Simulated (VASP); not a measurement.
# MoI (F-43m) in VASP: further runs

Runs on MoI. Level: LDA. Tasks: relaxation of cell and atoms.

Everything below comes from runs of VASP 6.6.1. Logs are shortened: lines on timing, memory, paths and dates and some standing lists are left out, and cuts for length are marked.

## Step 1: The crystal as given

It takes space group F-43m (No. 216, cubic). The conventional cell has a = 6.358 Å, b = 6.358 Å, c = 6.358 Å, α = 90.00°, β = 90.00°, γ = 90.00°. Mo (site symmetry -43m) is surrounded by 4 I at 2.75 Å. I (site symmetry -43m) has 4 Mo at 2.75 Å as nearest neighbours.

The cell was built by a generator and needn't be a form met in nature.

## Step 2: Relaxation of cell and atoms, LDA

Input file INCAR:

```
PREC = Accurate
ENCUT = 600
EDIFF = 1E-6
ISMEAR = -1
SIGMA = 0.05
LREAL = False
LASPH = True
NELM = 100
ALGO = Fast
ISIF = 3
LWAVE = False
LCHARG = False
IBRION = 2
NSW = 40
EDIFFG = -0.01
```

Input file KPOINTS:

```
Automatic mesh
0
Gamma
  5 5 5
```

Input file POSCAR:

```
MoI
1.0
    0.0000000000      3.1788513800      3.1788513800
    3.1788513800      0.0000000000      3.1788513800
    3.1788513800      3.1788513800      0.0000000000
Mo I
1 1
Direct
    0.0000000000      0.0000000000      0.0000000000
    0.7500000000      0.7500000000      0.7500000000
```

Potentials or basis: VASP PAW LDA potentials, release 64 (Mo_sv, I).

Run with:

```bash
> cat potpaw_LDA.64/Mo_sv/POTCAR potpaw_LDA.64/I/POTCAR > POTCAR
> mpirun -np 1 vasp_std > vasp.out
```

OUTCAR:

```text
PREC = Accurate
   ENCUT = 600
   EDIFF = 1E-6
   ISMEAR = -1
   LREAL = False
   LASPH = True
   NELM = 100
   ISIF = 3
   IBRION = 2
   NSW = 40
   EDIFFG = -0.01

 ion  position               nearest neighbor table
   1  0.000  0.000  0.000-   2 2.75   2 2.75   2 2.75   2 2.75
   2  0.750  0.750  0.750-   1 2.75   1 2.75   1 2.75   1 2.75

  LATTYP: Found a face centered cubic cell.
 ALAT       =     6.3577027600

  Lattice vectors:

 A1 = (   0.0000000000,   3.1788513800,   3.1788513800)
 A2 = (   3.1788513800,   0.0000000000,   3.1788513800)
 A3 = (   3.1788513800,   3.1788513800,   0.0000000000)

Analysis of symmetry for initial positions (statically):
=====================================================================
 Subroutine PRICEL returns:
 Original cell was already a primitive cell.

 Routine SETGRP: Setting up the symmetry group for a
 face centered cubic supercell.

 Subroutine GETGRP returns: Found 24 space group operations
 (whereof 24 operations were pure point group operations)
 out of a pool of 48 trial point group operations.

The static configuration has the point symmetry T_d .

Analysis of symmetry for dynamics (positions and initial velocities):
=====================================================================
 Subroutine PRICEL returns:
 Original cell was already a primitive cell.

 Routine SETGRP: Setting up the symmetry group for a
 face centered cubic supercell.

 Subroutine GETGRP returns: Found 24 space group operations
 (whereof 24 operations were pure point group operations)
 out of a pool of 48 trial point group operations.

The dynamic configuration has the point symmetry T_d .

 Subroutine INISYM returns: Found 24 space group operations
 (whereof 24 operations are pure point group operations),
 and found     1 'primitive' translations

----------------------------------------------------------------------------------------

                                     Primitive cell

  volume of cell :      64.2452

  direct lattice vectors                    reciprocal lattice vectors
     0.000000000  3.178851380  3.178851380    -0.157289518  0.157289518  0.157289518
     3.178851380  0.000000000  3.178851380     0.157289518 -0.157289518  0.157289518
     3.178851380  3.178851380  0.000000000     0.157289518  0.157289518 -0.157289518

  length of vectors
     4.495574734  4.495574734  4.495574734     0.272433436  0.272433436  0.272433436

  position of ions in fractional coordinates (direct lattice)
     0.000000000  0.000000000  0.000000000
     0.750000000  0.750000000  0.750000000

  ion indices of the primitive-cell ions
   primitive index   ion index
                 1           1
                 2           2

[... 56 lines left out ...]
   EDIFF  = 0.1E-05   stopping-criterion for ELM
   LREAL  =      F    real-space projection
   EDIFFG = -.1E-01   stopping-criterion for IOM
   NSW    =     40    number of steps for IOM
   IBRION =      2    ionic relax: 0-MD 1-quasi-New 2-CG
   NFREE  =      1    steps in history (QN), initial steepest desc. (CG)
   ISIF   =      3    stress and relaxation
   ISYM   =      2    0-nonsym 1-usesym 2-fastsym
   POTIM  = 0.5000    time-step for ionic-motion
   TEBEG  =    0.0;   TEEND  =   0.0 temperature during run
   PSTRESS=    0.0 pullay stress
   NELECT =      21.0000    total number of electrons
   NUPDOWN=      -1.0000    fix difference up-down
   EMIN   =  10.00;   EMAX   =-10.00  energy-range for DOS
   EFERMI =   0.00;   METHOD = LEGACY
   ISMEAR =    -1;   SIGMA  =   0.05  broadening in eV -4-tet -1-fermi 0-gaus
   EFERMI_NEDOS =   21; number of points for ismear=-14 and -15
   IALGO  =     68    algorithm
   IMIX   =      4    mixing-type and parameters
     AMIX     =   0.40;   BMIX     =  1.00
     AMIX_MAG =   1.60;   BMIX_MAG =  1.00
  volume/ion in A,a.u.               =      32.12       216.77
  Fermi-wavevector in a.u.,A,eV,Ry     =   1.127719  2.131081 17.303223  1.271751
  Thomas-Fermi vector in A             =   2.264407
   LORBIT       =      0    0 simple, 1 ext, 2 COOP (PROOUT), +10 PAW based schemes
   GGA     = CA    functional components
   LHFCALC =     F    Hartree Fock is set to
   AEXX    =    0.0000 exact exchange contribution
   IVDW    =     0    specifies the selected vdW correction
   LEPSILON=     F    determine dielectric tensor
   LRPA    =     F    only Hartree local field effects (RPA)
 conjugate gradient relaxation of ions
 non-spin polarized calculation
 RMM-DIIS sequential band-by-band and
  energy-cutoff  :      600.00
  volume of cell :       64.25
 maximum number of plane-waves:      2156
   NGX = 17   NGY = 17   NGZ = 17

--------------------------------------- Ionic step        1  -------------------------------------------

 number of electron      21.0000000 magnetization

 Free energy of the ion-electron system (eV)
  ---------------------------------------------------
  ext. energy  EPLUGINS =         0.00000000
  ---------------------------------------------------
  free energy    TOTEN  =       -10.86813626 eV

  energy without entropy =      -10.82538332  energy(sigma->0) =      -10.84675979

 E-fermi :   5.6304     XC(G=0):  -9.4652

 val. band max:        5.6183523229   @ k =  -0.4000   0.4000   0.2000
 cond. band min:       5.6320212574   @ k =   0.4000   0.4000   0.0000
 fundamental gap:      0.0136689346
 Fermi energy:         5.6304259063

 k-point     1 :       0.0000    0.0000    0.0000
  band No.  band energies     occupation
      1     -54.6512      2.00000
      2     -28.9612      2.00000
      3     -28.9612      2.00000
      4     -28.9612      2.00000
      5      -9.2771      2.00000
      6       0.7259      2.00000
      7       0.7259      2.00000
      8       0.7259      2.00000
      9       5.2008      1.99963
     10       5.2009      1.99963
     11       5.9697      0.00226
     12       8.0518      0.00000
     13       8.0518      0.00000
     14       8.0519      0.00000
[... 366 lines left out ...]
--------------------------------------- Ionic step        7  -------------------------------------------

 number of electron      21.0000001 magnetization

 Free energy of the ion-electron system (eV)
  ---------------------------------------------------
  ext. energy  EPLUGINS =         0.00000000
  ---------------------------------------------------
  free energy    TOTEN  =       -11.35740357 eV

  energy without entropy =      -11.32564090  energy(sigma->0) =      -11.34152224

 E-fermi :   7.6513     XC(G=0): -10.3266

 val. band max:        7.6208627852   @ k =  -0.4000   0.4000   0.2000
 cond. band min:       7.7114742696   @ k =   0.4000   0.2000   0.0000
 fundamental gap:      0.0906114844
 Fermi energy:         7.6512749825

 k-point     1 :       0.0000    0.0000    0.0000
  band No.  band energies     occupation
      1     -52.4324      2.00000
      2     -26.8087      2.00000
      3     -26.8087      2.00000
      4     -26.8087      2.00000
      5      -7.8528      2.00000
      6       2.2083      2.00000
      7       2.2083      2.00000
      8       2.2083      2.00000
      9       7.0404      1.99999
     10       7.0404      1.99999
     11       8.5422      0.00000
     12      11.0137      0.00000
     13      11.0137      0.00000
     14      11.0137      0.00000
[... 180 lines left out ...]
  FREE ENERGIE OF THE ION-ELECTRON SYSTEM (eV)
  ---------------------------------------------------
  free  energy   TOTEN  =       -11.3574035690 eV

  energy  without entropy=      -11.3256409035  energy(sigma->0) =      -11.34152224

 reached required accuracy - stopping structural energy minimisation
```

Run time: 27 s. Hardware: 1 thread of Intel Xeon 6975P-C (Granite Rapids), shared host; peak memory 0.19 GiB.

What came out:

* Free energy: -11.3574 eV
* Relaxed volume: 26.49 Å³/atom
* Relaxed cell: a = 4.216 Å, b = 4.216 Å, c = 4.216 Å, α = 60.00°, β = 60.00°, γ = 60.00°
* Space group after relaxing (to 0.05 Å): F-43m (No. 216)
* Energy gained by relaxing: 244.6 meV/atom
* Ionic steps: 7
* Pressure after relaxing: 0.0 GPa
* Band gap on the k mesh: none (metal or under the smearing width)

Step by step:
| step | energy change (eV) | largest force (eV/Å) | pressure (GPa) | volume (Å³) |
| --- | --- | --- | --- | --- |
| 1 | 0.0000 | 0.0000 | -11.44 | 64.25 |
| 2 | -0.0219 | 0.0000 | 22.33 | 45.19 |
| 3 | -0.4888 | 0.0000 | -0.49 | 53.27 |
| 4 | -0.4892 | 0.0000 | -0.12 | 53.05 |
| 5 | -0.4891 | 0.0000 | 0.25 | 52.84 |
| 6 | -0.4891 | 0.0000 | -0.24 | 53.14 |
| 7 | -0.4893 | 0.0000 | -0.02 | 52.99 |

Final structure:
```
Mo I
1.0
     0.00000    2.98118    2.98118
     2.98118    0.00000    2.98118
     2.98118    2.98118    0.00000
Mo I
1 1
Direct
  0.00000 0.00000 0.00000
  0.75000 0.75000 0.75000
```

Levels at points of the mesh, in eV from the Fermi level:
```tsv
k point	band 6	band 7	band 8	band 9	band 10	band 11	band 12	band 13	band 14
(0.00, 0.00, 0.00)	-5.44	-5.44	-5.44	-0.61	-0.61	0.89	3.36	3.36	3.36
```

Caveat: the volume moved by over 15 % at a fixed basis, so the end points are rough; an odd number of electrons without spin polarisation forces a metal; a magnetic or distorted state may lie lower.

## Step 3: Relaxation of cell and atoms, LDA, spin-orbit coupling, no magnetisation

Changes to INCAR since step 2:

```diff
@@ -12,2 +12,7 @@
 LCHARG = False
+MAGMOM = 0 0 0 0 0 0
+LORBIT = 11
+LSORBIT = True
+GGA_COMPAT = False
+LMAXMIX = 4
 IBRION = 2
```

KPOINTS is that of step 2.

POSCAR is that of step 2.

Potentials or basis: VASP PAW LDA potentials, release 64 (Mo_sv, I).

Run with:

```bash
> cat potpaw_LDA.64/Mo_sv/POTCAR potpaw_LDA.64/I/POTCAR > POTCAR
> mpirun -np 1 vasp_ncl > vasp.out
```

OUTCAR:

```text
PREC = Accurate
   ENCUT = 600
   EDIFF = 1E-6
   ISMEAR = -1
   LREAL = False
   LASPH = True
   NELM = 100
   ISIF = 3
   LORBIT = 11
   LSORBIT = True
   IBRION = 2
   NSW = 40
   EDIFFG = -0.01

 ion  position               nearest neighbor table
   1  0.000  0.000  0.000-   2 2.75   2 2.75   2 2.75   2 2.75
   2  0.750  0.750  0.750-   1 2.75   1 2.75   1 2.75   1 2.75

  LATTYP: Found a face centered cubic cell.
 ALAT       =     6.3577027600

  Lattice vectors:

 A1 = (   0.0000000000,   3.1788513800,   3.1788513800)
 A2 = (   3.1788513800,   0.0000000000,   3.1788513800)
 A3 = (   3.1788513800,   3.1788513800,   0.0000000000)

Analysis of symmetry for initial positions (statically):
=====================================================================
 Subroutine PRICEL returns:
 Original cell was already a primitive cell.

 Routine SETGRP: Setting up the symmetry group for a
 face centered cubic supercell.

 Subroutine GETGRP returns: Found 24 space group operations
 (whereof 24 operations were pure point group operations)
 out of a pool of 48 trial point group operations.

The static configuration has the point symmetry T_d .

Analysis of symmetry for dynamics (positions and initial velocities):
=====================================================================
 Subroutine PRICEL returns:
 Original cell was already a primitive cell.

 Routine SETGRP: Setting up the symmetry group for a
 face centered cubic supercell.

 Subroutine GETGRP returns: Found 24 space group operations
 (whereof 24 operations were pure point group operations)
 out of a pool of 48 trial point group operations.

The dynamic configuration has the point symmetry T_d .

[... 856 lines left out ...]
  energy without entropy =      -11.56686129  energy(sigma->0) =      -11.58241631

 E-fermi :   7.6440     XC(G=0): -10.3214

 val. band max:        7.6157395915   @ k =  -0.4000   0.4000   0.2000
 cond. band min:       7.6945282270   @ k =  -0.4000  -0.2000   0.0000
 fundamental gap:      0.0787886356
 Fermi energy:         7.6439777158

 k-point     1 :       0.0000    0.0000    0.0000
  band No.  band energies     occupation
      1     -52.4406      1.00000
      2     -52.4406      1.00000
      3     -28.4507      1.00000
      4     -28.4507      1.00000
      5     -26.0242      1.00000
      6     -26.0242      1.00000
[... 452 lines left out ...]
  FREE ENERGIE OF THE ION-ELECTRON SYSTEM (eV)
  ---------------------------------------------------
  free  energy   TOTEN  =       -11.5979713369 eV

  energy  without entropy=      -11.5668612872  energy(sigma->0) =      -11.58241631

 reached required accuracy - stopping structural energy minimisation

 Spin-Orbit-Coupling matrix elements

 Ion:    1  E_soc:     -0.2228057
 l=   1
     0.0000000    -0.0317401    -0.0317401
    -0.0317401     0.0000000    -0.0317401
    -0.0317401    -0.0317401     0.0000000
 l=   2
     0.0000000    -0.0007273     0.0000000    -0.0007273    -0.0046669
    -0.0007273     0.0000000    -0.0035002    -0.0007273    -0.0011667
     0.0000000    -0.0035002     0.0000000    -0.0035002     0.0000000
    -0.0007273    -0.0007273    -0.0035002     0.0000000    -0.0011667
    -0.0046669    -0.0011667     0.0000000    -0.0011667     0.0000000
 l=   3
     0.0000000     0.0000000     0.0000000     0.0000000     0.0000000     0.0000000     0.0000000
     0.0000000     0.0000000     0.0000000     0.0000000     0.0000000     0.0000000     0.0000000
     0.0000000     0.0000000     0.0000000     0.0000000     0.0000000     0.0000000     0.0000000
     0.0000000     0.0000000     0.0000000     0.0000000     0.0000000     0.0000000     0.0000000
     0.0000000     0.0000000     0.0000000     0.0000000     0.0000000     0.0000000     0.0000000
     0.0000000     0.0000000     0.0000000     0.0000000     0.0000000     0.0000000     0.0000000
     0.0000000     0.0000000     0.0000000     0.0000000     0.0000000     0.0000000     0.0000000

 Ion:    2  E_soc:     -0.2604070
 l=   1
     0.0000000    -0.0429845    -0.0429845
    -0.0429845     0.0000000    -0.0429845
    -0.0429845    -0.0429845     0.0000000
 l=   2
     0.0000000    -0.0000822     0.0000000    -0.0000822    -0.0003345
    -0.0000822     0.0000000    -0.0002509    -0.0000822    -0.0000836
     0.0000000    -0.0002509     0.0000000    -0.0002509     0.0000000
    -0.0000822    -0.0000822    -0.0002509     0.0000000    -0.0000836
    -0.0003345    -0.0000836     0.0000000    -0.0000836     0.0000000
 l=   3
     0.0000000     0.0000000     0.0000000     0.0000000     0.0000000     0.0000000     0.0000000
     0.0000000     0.0000000     0.0000000     0.0000000     0.0000000     0.0000000     0.0000000
     0.0000000     0.0000000     0.0000000     0.0000000     0.0000000     0.0000000     0.0000000
     0.0000000     0.0000000     0.0000000     0.0000000     0.0000000     0.0000000     0.0000000
     0.0000000     0.0000000     0.0000000     0.0000000     0.0000000     0.0000000     0.0000000
     0.0000000     0.0000000     0.0000000     0.0000000     0.0000000     0.0000000     0.0000000
     0.0000000     0.0000000     0.0000000     0.0000000     0.0000000     0.0000000     0.0000000

 total charge

# of ion       s       p       d       tot
------------------------------------------
    1        2.238   6.088   4.281  12.608
    2        1.485   2.720   0.209   4.414
--------------------------------------------------
tot          3.723   8.808   4.490  17.022

 magnetization (x)

# of ion       s       p       d       tot
------------------------------------------
    1       -0.000  -0.000   0.000   0.000
    2        0.000   0.000   0.000   0.000
--------------------------------------------------
tot         -0.000   0.000   0.000   0.000

 magnetization (y)

# of ion       s       p       d       tot
------------------------------------------
    1       -0.000   0.000  -0.000  -0.000
    2        0.000  -0.000   0.000   0.000
--------------------------------------------------
tot         -0.000  -0.000  -0.000  -0.000

 magnetization (z)

# of ion       s       p       d       tot
------------------------------------------
    1       -0.000  -0.000  -0.000  -0.000
    2        0.000   0.000  -0.000  -0.000
--------------------------------------------------
tot         -0.000   0.000  -0.000  -0.000
```

Wall time 3.4 min (1 thread of Intel Xeon 6975P-C (Granite Rapids), shared host); peak memory 0.34 GiB.

What came out:

* Free energy: -11.5980 eV
* Relaxed volume: 26.52 Å³/atom
* Relaxed cell: a = 4.217 Å, b = 4.217 Å, c = 4.217 Å, α = 60.00°, β = 60.00°, γ = 60.00°
* Space group after relaxing (to 0.05 Å): F-43m (No. 216)
* Energy gained by relaxing: 240.4 meV/atom
* Ionic steps: 7
* Pressure after relaxing: 0.0 GPa
* Valence electrons inside the program's atomic spheres: Mo 12.61; I 4.41

The path:
```tsv
step	energy change (eV)	largest force (eV/Å)	pressure (GPa)	volume (Å³)
1	0.0000	0.0000	-11.31	64.25
2	-0.0362	0.0000	21.57	45.39
3	-0.4803	0.0000	-0.49	53.31
4	-0.4807	0.0000	-0.10	53.10
5	-0.4806	0.0000	0.27	52.89
6	-0.4806	0.0000	-0.26	53.20
7	-0.4807	0.0000	-0.01	53.04
```

Final structure:
```xyz
2
Lattice="0.0000 2.9822 2.9822 2.9822 0.0000 2.9822 2.9822 2.9822 0.0000" Properties=species:S:1:pos:R:3 pbc="T T T"
Mo    0.0000    0.0000    0.0000
I     4.4733    4.4733    4.4733
```

Caveat: the volume moved by over 15 % at a fixed basis, so the end points are rough.

## Step 4: The reference run

An earlier run on the cell as given: functional PBE; potentials or basis VASP PAW PBE potentials, release 64 (Mo_sv, I); cutoff 520 eV; k mesh 7 × 7 × 7; occupations fermi-dirac, width 0.05 eV; no spin polarisation.

* Pressure: -7.4 GPa
* Band gap on the k mesh: none (metal or under the smearing width)

## Step 5: The runs side by side

| task | level | potentials or basis | spin | cell | k mesh | cutoff (eV) | gap on the mesh (eV) | pressure (GPa) | relaxed volume (Å³/atom) |
| --- | --- | --- | --- | --- | --- | --- | --- | --- | --- |
| relaxation of cell and atoms | LDA | VASP PAW LDA potentials, release 64 (Mo_sv, I) | off | relaxed | 5 × 5 × 5 | 600 | none | 0.0 | 26.49 |
| relaxation of cell and atoms | LDA | VASP PAW LDA potentials, release 64 (Mo_sv, I) | SOC, no magnetisation | relaxed | 5 × 5 × 5 | 600 | - | 0.0 | 26.52 |
| single point | PBE | VASP PAW PBE potentials, release 64 (Mo_sv, I) | off | as given | 7 × 7 × 7 | 520 | none | -7.4 | - |

Alike in all rows: smearing fermi-dirac 0.05 eV.

Caveats: the volume moved by over 15 % at a fixed basis, so the end points are rough (some runs); an odd number of electrons without spin polarisation forces a metal (some runs); a magnetic or distorted state may lie lower (some runs).

Absolute energies hang on the potentials; compare differences alone.
